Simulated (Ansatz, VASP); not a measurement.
This is a calculation of TaMo2C3 for VASP 6.6.1. The cell comes from a database or a generator and needn't be the stable form of this composition.

The input INCAR:

```
SYSTEM = TaMo2C3
PREC = Accurate
ENCUT = 520
EDIFF = 1E-7
ISMEAR = -1
SIGMA = 0.05
LREAL = .False.
LASPH = .True.
NELM = 80
ALGO = Normal
ISIF = 2
LWAVE = .False.
LCHARG = .True.
GGA = PE
LELF = .True.
LVHAR = .True.
NBANDS = 34
```

The input KPOINTS:

```
Automatic mesh
0
Gamma
  10 10 4
  0 0 0
```

The input POSCAR:

```
TaMo2C3
1.0
    3.1166360430      0.0000000000      0.0000000000
   -1.5583180215      2.6990859876      0.0000000000
    0.0000000000      0.0000000000      7.6863160000
Ta Mo C
1 2 3
Direct
    0.0000000000      0.0000000000      0.0000000000
    0.6666666667      0.3333333333      0.3307700000
    0.3333333333      0.6666666667      0.6692300000
    0.6666666667      0.3333333333      0.8320790000
    0.3333333333      0.6666666667      0.1679210000
    0.0000000000      0.0000000000      0.5000000000
```

Potentials or basis: VASP PAW PBE potentials, release 64 (Ta_pv, Mo_sv, C).

Run with:

```sh
$ cat potpaw_PBE.64/Ta_pv/POTCAR potpaw_PBE.64/Mo_sv/POTCAR potpaw_PBE.64/C/POTCAR > POTCAR
$ mpirun -np 1 vasp_std > vasp.out
```

**Question.** Translate it to Ansatz 0.2.0. Potentials or basis there: Ansatz PAW, cutoff 420 eV.

**Answer.** As run (cutoffs and basis follow the program's own potentials, and thresholds, step limits or extra output files can differ):

File input.yaml:

```yaml
crystal:
  lattice:
    - [3.116636043, 0.0, 0.0]
    - [-1.5583180215, 2.6990859876, 0.0]
    - [0.0, 0.0, 7.686316]
  atoms:
    - { symbol: Ta, position: [0.0, 0.0, 0.0] }
    - { symbol: Mo, position: [0.6666666667, 0.3333333333, 0.33077] }
    - { symbol: Mo, position: [0.3333333333, 0.6666666667, 0.66923] }
    - { symbol: C, position: [0.6666666667, 0.3333333333, 0.832079] }
    - { symbol: C, position: [0.3333333333, 0.6666666667, 0.167921] }
    - { symbol: C, position: [0.0, 0.0, 0.5] }
hamiltonian:
  xc: pbe
  pseudopotentials: { kind: paw }
kpoints:
  mp_grid: { grid: [10, 10, 4] }
scf:
  occupations: { method: fermi_dirac, width: 0.05 }
output:
  forces: true
  stress: true
  eigenvalues: true
```

Potentials or basis: Ansatz PAW.

The run is started by

```sh
$ ansatz run input.yaml --threads 2 --pin off --max-ram 5120MiB --backend cpu --events-out ev --progress --plain --runs-dir out
```

Both were run:

|  | VASP | Ansatz |
| --- | --- | --- |
| Pressure | -2.3 GPa | -2.8 GPa |
| Largest force | 0.093 eV/Å | 0.071 eV/Å |

Ansatz's pressure holds a Pulay term of +0.28 GPa for its cutoff of 420 eV, which the other run lacks.

The potentials hold 51 and 53 valence electrons a cell.

Where Ansatz's input types no cutoff or centring, it takes its own default and a Γ-centred mesh.

Pressure is positive in compression.
